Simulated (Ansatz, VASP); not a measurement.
## Sr2Sc in VASP and in Ansatz

```
Sr Sc
1.0
     0.00000    5.02964    5.02964
     5.02964    0.00000    5.02964
     5.02964    5.02964    0.00000
Sr Sc
4 2
Direct
  0.62500 0.62500 0.62500
  0.12500 0.62500 0.62500
  0.62500 0.62500 0.12500
  0.62500 0.12500 0.62500
  0.00000 0.00000 0.00000
  0.25000 0.25000 0.25000
```

Alike in both runs: functional PBE; k mesh 4 × 4 × 4; occupations gaussian, width 0.1 eV; no spin polarisation.

Ansatz relaxed the structure, and its values are those at the end. VASP's run is a single point on that final structure, the one shown.

```csv
,VASP,Ansatz
version,VASP 6.6.1,Ansatz 0.2.0
potentials or method,"VASP PAW PBE potentials, release 64 (Sr_sv, Sc_sv)","scalar-relativistic, plane waves, PAW"
plane-wave cutoff (eV),520,420
valence electrons in the cell,62,62
```

```tsv
	VASP	Ansatz	Ansatz less VASP
gap on the k mesh at the Fermi level (eV)	none	none	-
pressure (GPa)	0.1	0.1	-0.01
```

A gap of «none» marks a metal or a gap that the smearing closes.
